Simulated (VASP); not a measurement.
# In2SiS4 (P1) in VASP: single point with PBE

Aim: the single point of In2SiS4 with PBE.

Everything below comes from runs of VASP 6.6.1. Logs are shortened: lines on timing, memory, paths and dates and some standing lists are left out, and cuts for length are marked.

### 1 The crystal as given

The typed cell holds 14 atoms: a = 7.535 Å, b = 7.509 Å, c = 7.656 Å, α = 59.38°, β = 59.37°, γ = 60.65°.

The cell was built by a generator and needn't be a form met in nature.

### 2 Single point, PBE

Contents of INCAR:

```
SYSTEM = In2SiS4
PREC = Accurate
ENCUT = 520
EDIFF = 1E-6
ISMEAR = -1
SIGMA = 0.1
LREAL = .FALSE.
LASPH = .TRUE.
NELM = 100
ALGO = Fast
ISIF = 2
LWAVE = .FALSE.
LCHARG = .TRUE.
GGA = PE
LELF = .TRUE.
LVHAR = .TRUE.
NBANDS = 67
```

Contents of KPOINTS:

```
Automatic mesh
0
Gamma
  3 3 3
  0.5 0 0.5
```

Contents of POSCAR:

```
In2SiS4
1.0
    0.0162741000      5.4057782700      5.2496838900
    5.3818133300      0.0292092000      5.2367487900
    5.4082481200      5.4192789700      0.0027744100
Si In S
2 4 8
Direct
    0.9946090000      0.9956370000      0.9998340000
    0.2453980000      0.2425510000      0.2659490000
    0.6216090000      0.6199500000      0.6344910000
    0.1168050000      0.6362520000      0.6185310000
    0.6274360000      0.6328110000      0.1249900000
    0.6255340000      0.1247280000      0.6187260000
    0.3965970000      0.3926250000      0.3796700000
    0.4118270000      0.8772610000      0.8469980000
    0.3690520000      0.3962740000      0.8352770000
    0.8686230000      0.4125030000      0.8710690000
    0.8449120000      0.3899260000      0.3824860000
    0.8489610000      0.8714390000      0.8599260000
    0.3905380000      0.8280750000      0.3900980000
    0.8519370000      0.8651770000      0.4176150000
```

Potentials or basis: VASP PAW PBE potentials, release 64 (Si, In_d, S).

Command:

```bash
$ cat potpaw_PBE.64/Si/POTCAR potpaw_PBE.64/In_d/POTCAR potpaw_PBE.64/S/POTCAR > POTCAR
$ mpirun -np 1 vasp_std > vasp.out
```

OUTCAR:

```text
SYSTEM = In2SiS4
   PREC = Accurate
   ENCUT = 520
   EDIFF = 1E-6
   ISMEAR = -1
   LREAL = .FALSE.
   LASPH = .TRUE.
   NELM = 100
   ISIF = 2
   GGA = PE

 ion  position               nearest neighbor table
   1  0.995  0.996  1.000-  12 2.54  10 2.56   8 2.57  14 2.59
   2  0.245  0.243  0.266-  11 2.47  13 2.55   7 2.57   9 2.67
   3  0.622  0.620  0.634-  14 2.50   9 2.52   8 2.54  13 2.58  11 2.60  10 2.63   4 3.73   6 3.74
                             6 3.77   4 3.81   5 3.83   5 3.83
   4  0.117  0.636  0.619-  13 2.46  10 2.48  14 2.53   9 2.53  12 2.58   7 2.61   6 3.72   3 3.73
                             5 3.75   5 3.78   3 3.81   6 3.87
   5  0.627  0.633  0.125-  12 2.43   7 2.47  13 2.50  10 2.56  11 2.57   8 2.68   4 3.75   6 3.75
                             6 3.76   4 3.78   3 3.83   3 3.83
   6  0.626  0.125  0.619-   8 2.42  14 2.49  12 2.51   7 2.54  11 2.55   9 2.64   4 3.72   3 3.74
                             5 3.75   5 3.76   3 3.77   4 3.87
   7  0.397  0.393  0.380-   5 2.47   6 2.54   2 2.57   4 2.61
   8  0.412  0.877  0.847-   6 2.42   3 2.54   1 2.57   5 2.68
   9  0.369  0.396  0.835-   3 2.52   4 2.53   6 2.64   2 2.67
  10  0.869  0.413  0.871-   4 2.48   5 2.56   1 2.56   3 2.63
  11  0.845  0.390  0.382-   2 2.47   6 2.55   5 2.57   3 2.60
  12  0.849  0.871  0.860-   5 2.43   6 2.51   1 2.54   4 2.58
  13  0.391  0.828  0.390-   4 2.46   5 2.50   2 2.55   3 2.58
  14  0.852  0.865  0.418-   6 2.49   3 2.50   4 2.53   1 2.59

  LATTYP: Found a triclinic cell.
 ALAT       =     7.5235380768
 B/A-ratio  =     1.4320226318
 C/A-ratio  =     3.5588150316
 COS(alpha) =     0.0002695791
 COS(beta)  =     0.6826121640
 COS(gamma) =     0.7173395024

  Lattice vectors:

 A1 = (   5.3919740200,   0.0135007000,  -5.2469094800)
 A2 = (  10.7737873500,   0.0427099000,  -0.0101606900)
 A3 = (   0.0040472800,  -5.4371952700, -26.2170004300)

Analysis of symmetry for initial positions (statically):
=====================================================================
 Subroutine PRICEL returns:
 Original cell was already a primitive cell.

 Routine SETGRP: Setting up the symmetry group for a
 triclinic supercell.

 Subroutine GETGRP returns: Found  1 space group operations
 (whereof  1 operations were pure point group operations)
 out of a pool of  2 trial point group operations.

The static configuration has the point symmetry C_1 .

Analysis of symmetry for dynamics (positions and initial velocities):
=====================================================================
 Subroutine PRICEL returns:
 Original cell was already a primitive cell.

 Routine SETGRP: Setting up the symmetry group for a
 triclinic supercell.

 Subroutine GETGRP returns: Found  1 space group operations
 (whereof  1 operations were pure point group operations)
 out of a pool of  2 trial point group operations.

The dynamic configuration has the point symmetry C_1 .

 Subroutine INISYM returns: Found  1 space group operations
 (whereof  1 operations are pure point group operations),
 and found     1 'primitive' translations

----------------------------------------------------------------------------------------

                                     Primitive cell

  volume of cell :     304.8385

  direct lattice vectors                    reciprocal lattice vectors
     0.016274100  5.405778270  5.249683890    -0.093096240  0.092858028  0.095157186
     5.381813330  0.029209200  5.236748790     0.093277261 -0.093136348  0.095616508
     5.408248120  5.419278970  0.002774410     0.092361563  0.092401688 -0.095435487

  length of vectors
     7.535375538  7.509214725  7.656222305     0.162309622  0.162842081  0.161792035

  position of ions in fractional coordinates (direct lattice)
     0.994609000  0.995637000  0.999834000
     0.245398000  0.242551000  0.265949000
     0.621609000  0.619950000  0.634491000
     0.116805000  0.636252000  0.618531000
     0.627436000  0.632811000  0.124990000
     0.625534000  0.124728000  0.618726000
     0.396597000  0.392625000  0.379670000
     0.411827000  0.877261000  0.846998000
     0.369052000  0.396274000  0.835277000
     0.868623000  0.412503000  0.871069000
     0.844912000  0.389926000  0.382486000
[... 37 lines left out ...]
     0.054103207  0.054280694  0.053930678

  Shift w.r.t. Gamma in fractional coordinates (k-lattice)
     0.500000000  0.000000000  0.500000000

 Subroutine IBZKPT returns following result:
 ===========================================

 Found     14 irreducible k-points:

 Following reciprocal coordinates:
            Coordinates               Weight
  0.166667 -0.000000  0.166667      2.000000
  0.500000 -0.000000  0.166667      2.000000
 -0.166667 -0.000000  0.166667      2.000000
  0.166667  0.333333  0.166667      2.000000
  0.500000  0.333333  0.166667      2.000000
 -0.166667  0.333333  0.166667      2.000000
  0.166667 -0.333333  0.166667      2.000000
  0.500000 -0.333333  0.166667      2.000000
 -0.166667 -0.333333  0.166667      2.000000
  0.166667  0.000000  0.500000      2.000000
  0.500000 -0.000000  0.500000      1.000000
  0.166667  0.333333  0.500000      2.000000
  0.500000  0.333333  0.500000      2.000000
 -0.166667  0.333333  0.500000      2.000000
   k-points           NKPTS =     14   k-points in BZ     NKDIM =     14   number of bands    NBANDS=     67
   number of dos      NEDOS =    301   number of ions     NIONS =     14
   total plane-waves  NPLWV = 188160
   dimension x,y,z NGX =    56 NGY =   56 NGZ =   60
   dimension x,y,z NGXF=   112 NGYF=  112 NGZF=  120
   ions per type =               2   4   8
   NGX,Y,Z   is equivalent  to a cutoff of  12.35, 12.40, 13.03 a.u.
   NGXF,Y,Z  is equivalent  to a cutoff of  24.71, 24.80, 26.06 a.u.
 SYSTEM =  In2SiS4
   PREC   = accura    normal or accurate (medium, high low for compatibility)
   ISTART =      0    job   : 0-new  1-cont  2-samecut
   ICHARG =      2    charge: 1-file 2-atom 10-const
   ISPIN  =      1    spin polarized calculation?
   LNONCOLLINEAR =      F non collinear calculations
   LSORBIT =      F    spin-orbit coupling
   LASPH  =      T    aspherical Exc in radial PAW
   ENCUT  =  520.0 eV  38.22 Ry    6.18 a.u.  14.01 13.96 14.24*2*pi/ulx,y,z
   NELM   =    100;   NELMIN=  2; NELMDL= -5     # of ELM steps
   EDIFF  = 0.1E-05   stopping-criterion for ELM
   LREAL  =      F    real-space projection
   EDIFFG = 0.1E-04   stopping-criterion for IOM
   NSW    =      0    number of steps for IOM
   IBRION =     -1    ionic relax: 0-MD 1-quasi-New 2-CG
   NFREE  =      0    steps in history (QN), initial steepest desc. (CG)
   ISIF   =      2    stress and relaxation
   ISYM   =      2    0-nonsym 1-usesym 2-fastsym
   POTIM  = 0.5000    time-step for ionic-motion
   TEBEG  =    0.0;   TEEND  =   0.0 temperature during run
   PSTRESS=    0.0 pullay stress
   NELECT =     108.0000    total number of electrons
   NUPDOWN=      -1.0000    fix difference up-down
   EMIN   =  10.00;   EMAX   =-10.00  energy-range for DOS
   EFERMI =   0.00;   METHOD = LEGACY
   ISMEAR =    -1;   SIGMA  =   0.10  broadening in eV -4-tet -1-fermi 0-gaus
   EFERMI_NEDOS =   21; number of points for ismear=-14 and -15
   IALGO  =     68    algorithm
   IMIX   =      4    mixing-type and parameters
     AMIX     =   0.40;   BMIX     =  1.00
     AMIX_MAG =   1.60;   BMIX_MAG =  1.00
  volume/ion in A,a.u.               =      21.77       146.94
  Fermi-wavevector in a.u.,A,eV,Ry     =   1.158402  2.189063 18.257606  1.341896
  Thomas-Fermi vector in A             =   2.295005
   LORBIT       =      0    0 simple, 1 ext, 2 COOP (PROOUT), +10 PAW based schemes
   GGA     = PE    functional components
   LHFCALC =     F    Hartree Fock is set to
   AEXX    =    0.0000 exact exchange contribution
   IVDW    =     0    specifies the selected vdW correction
   LEPSILON=     F    determine dielectric tensor
   LRPA    =     F    only Hartree local field effects (RPA)
 non-spin polarized calculation
 RMM-DIIS sequential band-by-band and
  energy-cutoff  :      520.00
  volume of cell :      304.84
 maximum number of plane-waves:      8231
   NGX = 29   NGY = 27   NGZ = 29

 number of electron     107.9999995 magnetization

 Free energy of the ion-electron system (eV)
  ---------------------------------------------------
  ext. energy  EPLUGINS =         0.00000000
  ---------------------------------------------------
  free energy    TOTEN  =       -56.45590763 eV

  energy without entropy =      -56.38344600  energy(sigma->0) =      -56.41967682

 E-fermi :   6.4533     XC(G=0):  -9.5788

 val. band max:        6.3930900308   @ k =   0.5000  -0.3333   0.1667
 cond. band min:       6.6046436135   @ k =   0.1667  -0.0000   0.1667
 fundamental gap:      0.2115535826
 Fermi energy:         6.4533352961

 k-point     1 :       0.1667   -0.0000    0.1667
  band No.  band energies     occupation
      1      -9.5999      2.00000
      2      -9.5537      2.00000
      3      -9.5178      2.00000
      4      -9.2175      2.00000
      5      -8.9926      2.00000
      6      -8.9632      2.00000
[... 955 lines left out ...]
     65      10.5197      0.00000
     66      11.0902      0.00000
 [bands above 66 left out]

------------------------ aborting loop because EDIFF is reached ----------------------------------------

  FORCE on cell =-STRESS in cart. coord.  units (eV):
  Direction    XX          YY          ZZ          XY          YZ          ZX
  --------------------------------------------------------------------------------------
  -------------------------------------------------------------------------------------
  Total       16.7169348     16.0910547     23.6861047      0.3787967     -0.1375757      0.3411020
  in kB       87.8612475     84.5717322    124.4899692      1.9908884     -0.7230737      1.7927715
  external PRESSURE =      98.9743163 kB  Pullay stress =       0.0000000 kB

 VOLUME and BASIS-vectors are now :
 -----------------------------------------------------------------------------
  energy-cutoff  :      520.00
  volume of cell :      304.84
      direct lattice vectors                 reciprocal lattice vectors
     0.016274100  5.405778270  5.249683890    -0.093096240  0.092858028  0.095157186
     5.381813330  0.029209200  5.236748790     0.093277261 -0.093136348  0.095616508
     5.408248120  5.419278970  0.002774410     0.092361563  0.092401688 -0.095435487

 POSITION                                       TOTAL-FORCE (eV/Angst)
 -----------------------------------------------------------------------------------
     10.78187     10.82410     10.43806         0.030001      0.048668      0.292591
      2.74768      2.77490      2.55918        -0.142858     -0.180019      0.311667
      6.77806      6.81687      6.51153        -0.101568      0.282577     -0.400252
      6.77126      4.00200      3.94680        -0.289367      0.129146     -0.064571
      4.09186      4.08762      6.60806        -0.292933     -0.347917     -0.336280
      4.02767      6.73819      3.93874         0.772107     -0.357018      0.705183
      4.17284      4.21292      4.13914        -0.684432     -1.098834     -1.317853
      9.30873      6.84199      6.75831         0.987422     -0.525900     -1.959469
      6.65606      6.53319      4.01491         0.645971      1.335446     -0.850631
      6.94511      9.42820      6.72259        -1.062760      0.449467     -1.420525
      4.18084      6.65159      6.47853        -0.560422      1.001154      0.820967
      9.35443      9.27493      9.02267         0.785697      1.024505      1.650038
      6.57265      4.24940      6.38770         1.240317     -0.917617      1.396200
      6.92865      6.89383      9.00427        -1.327174     -0.843657      1.172934
 -----------------------------------------------------------------------------------
    total drift:                                0.000513     -0.000119      0.000911

  FREE ENERGIE OF THE ION-ELECTRON SYSTEM (eV)
  ---------------------------------------------------
  free  energy   TOTEN  =       -56.4559076265 eV

  energy  without entropy=      -56.3834460046  energy(sigma->0) =      -56.41967682
```

Run time: 6.4 min. Hardware: 1 thread of Intel Xeon Platinum 8488C (Sapphire Rapids), shared host; peak memory 0.57 GiB.

What came out:

```
Free energy            : -56.4559 eV
Pressure               : 9.9 GPa
Largest force          : 2.256 eV/Å
Band gap on the k mesh : none (metal or under the smearing width)
```

Forces on the atoms (eV/Å):
```
Si   0.030  0.049  0.293
Si  -0.143 -0.180  0.312
In  -0.102  0.283 -0.400
In  -0.289  0.129 -0.065
In  -0.293 -0.348 -0.336
In   0.772 -0.357  0.705
S   -0.684 -1.099 -1.318
S    0.987 -0.526 -1.959
S    0.646  1.335 -0.851
S   -1.063  0.449 -1.421
S   -0.560  1.001  0.821
S    0.786  1.025  1.650
S    1.240 -0.918  1.396
S   -1.327 -0.844  1.173
```

Caveat: forces of over 1 eV/Å show positions far from the minimum, so gaps and moduli don't describe the material at rest.
